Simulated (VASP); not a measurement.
Data:

```xyz
5
Lattice="1.9035 -3.2970 0.0000 1.9035 3.2970 0.0000 0.0000 0.0000 5.2890" Properties=species:S:1:pos:R:3 pbc="T T T"
La     1.9035     1.0990     1.2098
La     1.9035    -1.0990     4.0793
O      0.0000     0.0000     0.0000
O      1.9035     1.0990     3.4882
O      1.9035    -1.0990     1.8008
```

The numbers are results of PBEsol GGA, VASP's PBE PAW potentials (set 64) (plane waves; VASP), not measurements. Numerical set-up: 620 eV cut-off, 7×7×4 Γ-centred mesh, Gaussian smearing of 0.050 eV, potentials La O.

Energy and stress use the plane-wave basis of the starting cell.

### Question
The ions, cell shape and volume at an external pressure of 45.0 GPa are relaxed. What does this cell relax into?

### Answer

```xyz
5
Lattice="1.8825 -3.2606 0.0000 1.8825 3.2606 0.0000 0.0000 0.0000 5.1081" Properties=species:S:1:pos:R:3 pbc="T T T"
La     1.8825     1.0869     1.1456
La     1.8825    -1.0869     3.9626
O      3.7651     0.0000     5.1081
O      1.8825     1.0869     3.3832
O      1.8825    -1.0869     1.7249
```
Space group P-3m1 (164), at a tolerance of 0.03 Å.

### Question
How do energy and volume change from the first to the last step?

### Answer
The energy (σ→0) changes by +170.7 meV/atom and the volume by -5.5 %, in 12 ionic steps.

```
step  E(σ→0) (eV)  max force (eV/Å)  pressure (GPa)  volume (Å³)
----  -----------  ----------------  --------------  -----------
1        -42.6303             0.017           30.04        66.39
2        -38.4221             2.110           99.74        55.17
3        -41.9099             0.457           44.16        63.25
4        -41.8696             0.480           44.88        63.11
5        -41.8515             0.491           45.21        63.04
6        -41.7900             0.074           45.32        62.78
7        -41.7856             0.107           45.30        62.76
8        -41.8244             0.133           44.37        62.89
9        -41.8247             0.131           44.40        62.89
10       -41.7381             0.094           45.98        62.58
11       -41.7618             0.099           45.46        62.66
12       -41.7769             0.018           45.08        62.71
```

The compound is La2O3 in the a-type structure. This run relaxes it under an external pressure of 45 GPa. Symmetry was kept, so distortions that lower it aren't found.
